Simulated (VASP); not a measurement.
OSZICAR of a VASP run on Se (space group P3_121):

### OSZICAR
```
       N       E                     dE             d eps       ncg     rms          rms(c)
DAV:   1     0.655287507974E+02    0.65529E+02   -0.53425E+03   702   0.737E+02
DAV:   2    -0.788380630339E+01   -0.73413E+02   -0.70119E+02   961   0.154E+02
DAV:   3    -0.124079249869E+02   -0.45241E+01   -0.44998E+01   847   0.438E+01
DAV:   4    -0.124463461807E+02   -0.38421E-01   -0.38400E-01   817   0.482E+00
DAV:   5    -0.124467076886E+02   -0.36151E-03   -0.36150E-03   882   0.440E-01    0.735E+00
DAV:   6    -0.123562532805E+02    0.90454E-01   -0.44191E-02   752   0.144E+00    0.449E+00
DAV:   7    -0.123208342978E+02    0.35419E-01   -0.84157E-02   747   0.192E+00    0.202E-01
DAV:   8    -0.123198916065E+02    0.94269E-03   -0.93272E-03   752   0.692E-01    0.978E-02
DAV:   9    -0.123199177233E+02   -0.26117E-04   -0.30416E-04   927   0.128E-01    0.271E-02
DAV:  10    -0.123199163255E+02    0.13978E-05   -0.23453E-05   807   0.346E-02    0.667E-03
DAV:  11    -0.123199167266E+02   -0.40112E-06   -0.38594E-06   807   0.125E-02
   1 F= -.12319917E+02 E0= -.12319917E+02  d E =-.918153E-13
```

Which electronic solver shows in the log?

It is blocked Davidson (ALGO = Normal, or the opening steps of other solvers). The INCAR had ALGO = Normal.

Can the final energy be trusted as converged?

The calculation finished and met its thresholds. It stopped with EDIFF = 1E-6, NELM = 100 (LDA (Ceperley-Alder, Perdew-Zunger), plane waves, VASP's LDA PAW potentials (set 64)).

The structure is a typed Se crystal. The cell was not relaxed at this level. The run is one of a series of settings (GGA removed, POTCAR Se (LDA.64 set) against the base run), some of them coarse on purpose.
